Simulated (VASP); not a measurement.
TiTe2:

```
Ti Te
1.0
     3.77700    0.00000    0.00000
    -1.88850    3.27098    0.00000
     0.00000    0.00000    6.49800
Ti Te
1 2
Direct
  0.00000 0.00000 0.00000
  0.66667 0.33333 0.26280
  0.33333 0.66667 0.73720
```

Base run:

```yaml
Program: VASP 6.6.1
Functional: r2SCAN
Potentials_or_basis: VASP PAW PBE potentials, release 64 (Ti_sv, Te)
Cutoff: 520 eV
k_mesh: 9 × 9 × 5
Occupations: fermi-dirac, width 0.05 eV
Spin: no spin polarisation
```

Its results: band gap on the k mesh none (metal or under the smearing width); pressure 1.1 GPa; largest force 0.183 eV/Å.

Problem. After a change of settings the same cell gave: band gap on the k mesh none (metal or under the smearing width); pressure -0.7 GPa; largest force 0.320 eV/Å. Which change was it?
A. functional from r2SCAN to PBE
B. functional from r2SCAN to PBEsol
C. functional from r2SCAN to LDA; potentials or basis from VASP PAW PBE potentials, release 64 (Ti_sv, Te) to VASP PAW LDA potentials, release 64 (Ti_sv, Te)
D. functional from r2SCAN to HSE06; k mesh from 9 × 9 × 5 to 5 × 5 × 3

Solution. D.

Caveats: some runs use coarse meshes; the PAW data sets were made with another functional, which shifts forces and pressure a little; this functional lacks dispersion, which binds the layers, so the pressure and a relaxed spacing across them are unreliable (some runs).

Not every run made on this cell is shown here.
